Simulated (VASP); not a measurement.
# CsC (P-6m2) in VASP: notebook

Aim: see how the results for CsC move with the level of theory and the settings. Levels: PBE, PBEsol, PBE+D4. Tasks: relaxation of cell and atoms, relaxation of the atoms.

All numbers are computed with VASP 6.6.1; they aren't measurements. Logs are shortened: lines on timing, memory, paths and dates and some standing lists are left out, and cuts for length are marked.

### 1 Starting point

Symmetry: P-6m2, No. 187, hexagonal system. Conventional cell: a = 4.461 Å, b = 4.461 Å, c = 3.646 Å, α = 90.00°, β = 90.00°, γ = 120.00°. Cs (site symmetry -6m2) is surrounded by 6 C at 3.16 Å. C (site symmetry -6m2) is surrounded by 6 Cs at 3.16 Å.

The cell was built by a generator and needn't be a form met in nature.

### 2 Relaxation of cell and atoms, PBE

Input file INCAR:

```
  PREC = Accurate
  ENCUT = 600
  EDIFF = 1E-6
  ISMEAR = 0
  SIGMA = 0.05
  LREAL = False
  LASPH = True
  NELM = 60
  ALGO = Fast
  ISIF = 3
  LWAVE = False
  LCHARG = False
  GGA = PE
  IBRION = 2
  NSW = 60
  EDIFFG = -0.02
```

Input file KPOINTS:

```
regular mesh
0
Gamma
  7 7 7
```

Input file POSCAR:

```
CsC
1.0
    4.4611000000      0.0000000000      0.0000000000
   -2.2305500000      3.8634300000      0.0000000000
    0.0000000000      0.0000000000      3.6461700000
Cs C
1 1
Direct
    0.0000000000      0.0000000000      0.5000000000
    0.6666700000      0.3333300000      0.0000000000
```

Potentials or basis: VASP PAW PBE potentials, release 64 (Cs_sv, C).

Run with:

```bash
cat potpaw_PBE.64/Cs_sv/POTCAR potpaw_PBE.64/C/POTCAR > POTCAR
mpirun -np 1 vasp_std > vasp.out
```

OUTCAR:

```text
PREC = Accurate
   ENCUT = 600
   EDIFF = 1E-6
   ISMEAR = 0
   LREAL = False
   LASPH = True
   NELM = 60
   ISIF = 3
   GGA = PE
   IBRION = 2
   NSW = 60
   EDIFFG = -0.02

 ion  position               nearest neighbor table
   1  0.000  0.000  0.500-
   2  0.667  0.333  0.000-

  LATTYP: Found a hexagonal cell.
 ALAT       =     4.4611000000
 C/A-ratio  =     0.8173253234

  Lattice vectors:

 A1 = (   4.4611000000,   0.0000000000,   0.0000000000)
 A2 = (  -2.2305500000,   3.8634300000,   0.0000000000)
 A3 = (   0.0000000000,   0.0000000000,   3.6461700000)

Analysis of symmetry for initial positions (statically):
=====================================================================
 Subroutine PRICEL returns:
 Original cell was already a primitive cell.

 Routine SETGRP: Setting up the symmetry group for a
 hexagonal supercell.

 Subroutine GETGRP returns: Found  4 space group operations
 (whereof  4 operations were pure point group operations)
 out of a pool of 24 trial point group operations.

The static configuration has the point symmetry C_2v.

Analysis of symmetry for dynamics (positions and initial velocities):
=====================================================================
 Subroutine PRICEL returns:
 Original cell was already a primitive cell.

 Routine SETGRP: Setting up the symmetry group for a
 hexagonal supercell.

 Subroutine GETGRP returns: Found  4 space group operations
 (whereof  4 operations were pure point group operations)
 out of a pool of 24 trial point group operations.

The dynamic configuration has the point symmetry C_2v.

 Subroutine INISYM returns: Found  4 space group operations
 (whereof  4 operations are pure point group operations),
 and found     1 'primitive' translations

----------------------------------------------------------------------------------------

                                     Primitive cell

  volume of cell :      62.8423

  direct lattice vectors                    reciprocal lattice vectors
     4.461100000  0.000000000  0.000000000     0.224159961  0.129418677  0.000000000
    -2.230550000  3.863430000  0.000000000     0.000000000  0.258837354  0.000000000
     0.000000000  0.000000000  3.646170000     0.000000000  0.000000000  0.274260388

  length of vectors
     4.461100000  4.461103526  3.646170000     0.258837559  0.258837354  0.274260388

  position of ions in fractional coordinates (direct lattice)
     0.000000000  0.000000000  0.500000000
     0.666670000  0.333330000  0.000000000

  ion indices of the primitive-cell ions
   primitive index   ion index
                 1           1
                 2           2

----------------------------------------------------------------------------------------

 KPOINTS: regular mesh

Automatic generation of k-mesh.
 Grid dimensions read from file:
 generate k-points for:    7    7    7

 Generating k-lattice:

  Cartesian coordinates                     Fractional coordinates (reciprocal lattice)
     0.032022852  0.018488382  0.000000000     0.142857143  0.000000000  0.000000000
     0.000000000  0.036976765  0.000000000     0.000000000  0.142857143  0.000000000
     0.000000000  0.000000000  0.039180055     0.000000000  0.000000000  0.142857143

  Length of vectors
     0.036976794  0.036976765  0.039180055

  Shift w.r.t. Gamma in fractional coordinates (k-lattice)
     0.000000000  0.000000000  0.000000000

 Subroutine IBZKPT returns following result:
[... 55 lines left out ...]
   ISIF   =      3    stress and relaxation
   ISYM   =      2    0-nonsym 1-usesym 2-fastsym
   POTIM  = 0.5000    time-step for ionic-motion
   TEBEG  =    0.0;   TEEND  =   0.0 temperature during run
   PSTRESS=    0.0 pullay stress
   NELECT =      13.0000    total number of electrons
   NUPDOWN=      -1.0000    fix difference up-down
   EMIN   =  10.00;   EMAX   =-10.00  energy-range for DOS
   EFERMI =   0.00;   METHOD = LEGACY
   ISMEAR =     0;   SIGMA  =   0.05  broadening in eV -4-tet -1-fermi 0-gaus
   EFERMI_NEDOS =   21; number of points for ismear=-14 and -15
   IALGO  =     68    algorithm
   IMIX   =      4    mixing-type and parameters
     AMIX     =   0.40;   BMIX     =  1.00
     AMIX_MAG =   1.60;   BMIX_MAG =  1.00
  volume/ion in A,a.u.               =      31.42       212.04
  Fermi-wavevector in a.u.,A,eV,Ry     =   0.968215  1.829662 12.754659  0.937441
  Thomas-Fermi vector in A             =   2.098166
   LORBIT       =      0    0 simple, 1 ext, 2 COOP (PROOUT), +10 PAW based schemes
   GGA     = PE    functional components
   LHFCALC =     F    Hartree Fock is set to
   AEXX    =    0.0000 exact exchange contribution
   IVDW    =     0    specifies the selected vdW correction
   LEPSILON=     F    determine dielectric tensor
   LRPA    =     F    only Hartree local field effects (RPA)
 conjugate gradient relaxation of ions
 non-spin polarized calculation
 RMM-DIIS sequential band-by-band and
 Gauss-broadening in eV      SIGMA  =   0.05
  energy-cutoff  :      600.00
  volume of cell :       62.84
 maximum number of plane-waves:      2133
   NGX = 17   NGY = 17   NGZ = 15

--------------------------------------- Ionic step        1  -------------------------------------------

 number of electron      12.9999999 magnetization

 Free energy of the ion-electron system (eV)
  ---------------------------------------------------
  ext. energy  EPLUGINS =         0.00000000
  ---------------------------------------------------
  free energy    TOTEN  =        -4.41619979 eV

  energy without entropy =       -4.41114064  energy(sigma->0) =       -4.41367021

------------------------ aborting loop because EDIFF is reached ----------------------------------------

  FORCE on cell =-STRESS in cart. coord.  units (eV):
  Direction    XX          YY          ZZ          XY          YZ          ZX
  --------------------------------------------------------------------------------------
  -------------------------------------------------------------------------------------
  Total        0.0285200      0.0284815      0.0609106     -0.0000334      0.0000000      0.0000000
  in kB        0.7271240      0.7261431      1.5529291     -0.0008508      0.0000000      0.0000000
  external PRESSURE =       1.0020654 kB  Pullay stress =       0.0000000 kB

 VOLUME and BASIS-vectors are now :
 -----------------------------------------------------------------------------
  energy-cutoff  :      600.00
  volume of cell :       62.84
      direct lattice vectors                 reciprocal lattice vectors
     4.461100000  0.000000000  0.000000000     0.224159961  0.129418677  0.000000000
    -2.230550000  3.863430000  0.000000000     0.000000000  0.258837354  0.000000000
     0.000000000  0.000000000  3.646170000     0.000000000  0.000000000  0.274260388

 POSITION                                       TOTAL-FORCE (eV/Angst)
 -----------------------------------------------------------------------------------
      0.00000      0.00000      1.82309         0.000020     -0.000011      0.000000
      2.23057      1.28780      0.00000        -0.000020      0.000011      0.000000
 -----------------------------------------------------------------------------------
    total drift:                               -0.000032      0.000041      0.000000

  FREE ENERGIE OF THE ION-ELECTRON SYSTEM (eV)
  ---------------------------------------------------
  free  energy   TOTEN  =        -4.4161997857 eV

  energy  without entropy=       -4.4111406420  energy(sigma->0) =       -4.41367021

--------------------------------------- Ionic step        2  -------------------------------------------

 number of electron      13.0000000 magnetization

 Free energy of the ion-electron system (eV)
  ---------------------------------------------------
  ext. energy  EPLUGINS =         0.00000000
  ---------------------------------------------------
  free energy    TOTEN  =        -4.41629814 eV

  energy without entropy =       -4.41124350  energy(sigma->0) =       -4.41377082

 E-fermi :   1.0448     XC(G=0):  -8.2067

 val. band max:        1.0342268447   @ k =  -0.4286   0.4286   0.2857
 cond. band min:       1.0569730110   @ k =   0.2857   0.0000   0.2857
 fundamental gap:      0.0227461663
 Fermi energy:         1.0447705850

 k-point     1 :       0.0000    0.0000    0.0000
  band No.  band energies     occupation
      1     -20.2377      2.00000
      2      -7.4065      2.00000
      3      -6.7975      2.00000
      4      -6.7974      2.00000
      5      -6.1658      2.00000
      6       0.9811      1.92820
      7       0.9811      1.92808
      8       2.1412      0.00000
      9       4.5531      0.00000
     10       4.9174      0.00000
[... 287 lines left out ...]
 k-point    24 :       0.1429    0.1429    0.1429
  band No.  band energies     occupation
      1     -20.1553      2.00000
      2      -8.1929      2.00000
      3      -6.8904      2.00000
      4      -6.6948      2.00000
      5      -5.8009      2.00000
      6       0.7229      2.00000
      7       1.1593      0.00120
      8       1.6118      0.00000
      9       5.4356      0.00000
     10       6.3016      0.00000

 [... further k-points ...]

------------------------ aborting loop because EDIFF is reached ----------------------------------------

  FORCE on cell =-STRESS in cart. coord.  units (eV):
  Direction    XX          YY          ZZ          XY          YZ          ZX
  --------------------------------------------------------------------------------------
  -------------------------------------------------------------------------------------
  Total        0.0138676      0.0138197      0.0362397     -0.0000415      0.0000000      0.0000000
  in kB        0.3525540      0.3513365      0.9213175     -0.0010550      0.0000000      0.0000000
  external PRESSURE =       0.5417360 kB  Pullay stress =       0.0000000 kB

 VOLUME and BASIS-vectors are now :
 -----------------------------------------------------------------------------
  energy-cutoff  :      600.00
  volume of cell :       63.02
      direct lattice vectors                 reciprocal lattice vectors
     4.464168972 -0.000003591  0.000000000     0.224005962  0.129330006  0.000000000
    -2.232087596  3.866086021  0.000000000     0.000000208  0.258659652  0.000000000
     0.000000000  0.000000000  3.651527116     0.000000000  0.000000000  0.273858024

 POSITION                                       TOTAL-FORCE (eV/Angst)
 -----------------------------------------------------------------------------------
     -2.23209      3.86609      1.82576         0.000008     -0.000005      0.000000
      2.23210      1.28868      0.00000        -0.000008      0.000005      0.000000
 -----------------------------------------------------------------------------------
    total drift:                                0.000010      0.000017     -0.000000

  FREE ENERGIE OF THE ION-ELECTRON SYSTEM (eV)
  ---------------------------------------------------
  free  energy   TOTEN  =        -4.4162981394 eV

  energy  without entropy=       -4.4112434988  energy(sigma->0) =       -4.41377082

 reached required accuracy - stopping structural energy minimisation
```

Wall time 43 s (1 thread of Intel Xeon 6975P-C (Granite Rapids), shared host); peak memory 0.22 GiB.

Results:

| Item | Value |
| --- | --- |
| Free energy | -4.4163 eV |
| Relaxed volume | 31.51 Å³/atom |
| Relaxed cell | a = 4.464 Å, b = 4.464 Å, c = 3.652 Å, α = 90.00°, β = 90.00°, γ = 120.00° |
| Space group after relaxing (to 0.05 Å) | P-6m2 (No. 187) |
| Energy gained by relaxing | 0.0 meV/atom |
| Ionic steps | 2 |
| Pressure after relaxing | 0.1 GPa |
| Band gap on the k mesh | none (metal or under the smearing width) |

Final structure:
```
Cs C
1.0
     4.46417    0.00000    0.00000
    -2.23209    3.86609    0.00000
     0.00000    0.00000    3.65153
Cs C
1 1
Cartesian
  -2.2321 3.8661 1.8258
  2.2321 1.2887 0.0000
```

Levels at points of the mesh, in eV from the Fermi level:
```csv
k point,band 3,band 4,band 5,band 6,band 7,band 8,band 9,band 10
"(0.00, 0.00, 0.00)",-7.84,-7.84,-7.21,-0.06,-0.06,1.10,3.51,3.87
```

The run has no spin-orbit coupling, so splittings on Cs are missing.

### 3 Relaxation of the atoms, PBEsol

Input file INCAR:

```
  PREC = Accurate
  ENCUT = 520
  EDIFF = 1E-6
  ISMEAR = 0
  SIGMA = 0.05
  LREAL = F
  LASPH = T
  NELM = 100
  ALGO = Normal
  ISIF = 2
  LWAVE = F
  LCHARG = F
  GGA = PS
  IBRION = 2
  NSW = 60
  EDIFFG = -0.01
```

Input file KPOINTS:

```
Automatic mesh
0
Gamma
  7 7 7
```

POSCAR is that of step 2.

Potentials or basis: VASP PAW PBE potentials, release 64 (Cs_sv, C).

Run with:

```bash
cat potpaw_PBE.64/Cs_sv/POTCAR potpaw_PBE.64/C/POTCAR > POTCAR
mpirun -np 1 vasp_std > vasp.out
```

Wall time 16 s (1 thread of Intel Xeon 6975P-C (Granite Rapids), shared host); peak memory 0.2 GiB.

The run converged. Its results:

| Property | Result |
| --- | --- |
| Free energy | -4.8658 eV |
| Pressure after relaxing | -1.7 GPa |
| Band gap on the k mesh | none (metal or under the smearing width) |

Stress tensor (GPa, compression positive):
```
-1.60  0.00  0.00
 0.00 -1.60  0.00
 0.00  0.00 -2.00
```

Final structure:
```yaml
crystal:
  lattice:
    - [4.46110, 0.00000, 0.00000]
    - [-2.23055, 3.86343, 0.00000]
    - [0.00000, 0.00000, 3.64617]
  atoms:
    - { symbol: Cs, position: [0.00000, 0.00000, 0.50000] }
    - { symbol: C, position: [0.66667, 0.33333, 0.00000] }
```

Levels at points of the mesh, in eV from the Fermi level:
```tsv
k point	band 2	band 3	band 4	band 5	band 6	band 7	band 8	band 9	band 10
(0.00, 0.00, 0.00)	-8.39	-7.79	-7.79	-7.14	-0.07	-0.07	1.12	3.42	3.76
```

Caveat: the relaxation stopped at its first step, so nothing moved; the PAW data sets were made with another functional, which shifts forces and pressure a little.

### 4 Relaxation of the atoms, PBE+D4

Input file INCAR:

```
ALGO     = Normal         # electronic algorithm
EDIFF    = 1E-7           # SCF threshold, eV
EDIFFG   = -0.01          # ionic threshold
ENCUT    = 520            # plane-wave cutoff, eV
GGA      = PE             # functional
IBRION   = 2              # ionic algorithm
ISIF     = 2              # what is computed and relaxed
ISMEAR   = -5             # smearing method
IVDW     = 13             # dispersion correction
LASPH    = True           # aspherical terms in the spheres
LCHARG   = False          # write CHGCAR
LREAL    = False          # projectors in reciprocal space
LWAVE    = False          # write WAVECAR
NELM     = 100            # most SCF steps
NSW      = 60             # ionic steps
PREC     = Accurate       # precision mode
SIGMA    = 0.05           # smearing width, eV
```

Input file KPOINTS:

```
k-points
0
Gamma
  7 7 7
```

Input file POSCAR:

```
CsC
1.0
    4.4611000000      0.0000000000      0.0000000000
   -2.2305500000      3.8634300000      0.0000000000
    0.0000000000      0.0000000000      3.6461700000
Cs C
1 1
Selective dynamics
Direct
    0.0000000000      0.0000000000      0.5000000000  F F F
    0.6666700000      0.3333300000      0.0000000000  T T T
```

Potentials or basis: VASP PAW PBE potentials, release 54 (Cs_sv, C).

Run with:

```bash
cat potpaw_PBE.54/Cs_sv/POTCAR potpaw_PBE.54/C/POTCAR > POTCAR
mpirun -np 1 vasp_std > vasp.out
```

Run time: 61 s. Hardware: 1 thread of Intel Xeon 6975P-C (Granite Rapids), shared host; peak memory 0.21 GiB.

It converged, with:

```
Free energy                : -4.6404 eV
Pressure after relaxing    : -0.5 GPa
Band gap on the k mesh     : none (metal or under the smearing width)
Dispersion energy per atom : -0.112 eV
```

Final structure:
```cif
data_structure
_symmetry_space_group_name_H-M 'P 1'
_symmetry_Int_Tables_number 1
_cell_length_a 4.4611
_cell_length_b 4.4611
_cell_length_c 3.6462
_cell_angle_alpha 90.000
_cell_angle_beta 90.000
_cell_angle_gamma 120.000
_cell_volume 62.84
loop_
_atom_site_label
_atom_site_type_symbol
_atom_site_fract_x
_atom_site_fract_y
_atom_site_fract_z
_atom_site_occupancy
Cs1 Cs 0.00000 0.00000 0.50000 1
C1 C 0.66667 0.33333 0.00000 1
```

Levels at points of the mesh, in eV from the Fermi level:
```tsv
k point	band 3	band 4	band 5	band 6	band 7	band 8	band 9	band 10
(0.00, 0.00, 0.00)	-7.85	-7.85	-7.21	-0.07	-0.07	1.09	3.50	3.87
```

Caveat: the relaxation stopped at its first step, so nothing moved; pairwise dispersion overbinds metals, which lowers pressure and volume; tetrahedron occupations give inexact forces and stress in metals.

### 5 The runs side by side

| task | level | potentials or basis | cell | cutoff (eV) | smearing | atoms held fixed (from 0) | gap on the mesh (eV) | pressure (GPa) |
| --- | --- | --- | --- | --- | --- | --- | --- | --- |
| relaxation of cell and atoms | PBE | VASP PAW PBE potentials, release 64 (Cs_sv, C) | relaxed | 600 | gaussian 0.05 eV | - | none | 0.1 |
| relaxation of the atoms | PBEsol | VASP PAW PBE potentials, release 64 (Cs_sv, C) | atoms relaxed | 520 | gaussian 0.05 eV | - | none | -1.7 |
| relaxation of the atoms | PBE+D4 | VASP PAW PBE potentials, release 54 (Cs_sv, C) | atoms relaxed | 520 | tetrahedron | [0] | none | -0.5 |

Alike in all rows: no spin polarisation; k mesh 7 × 7 × 7.

Caveats: the relaxation stopped at its first step, so nothing moved (some runs); the PAW data sets were made with another functional, which shifts forces and pressure a little (some runs); pairwise dispersion overbinds metals, which lowers pressure and volume (some runs); tetrahedron occupations give inexact forces and stress in metals (some runs).

Total energies depend on the potentials used, so only differences within one code and one set of settings carry meaning.
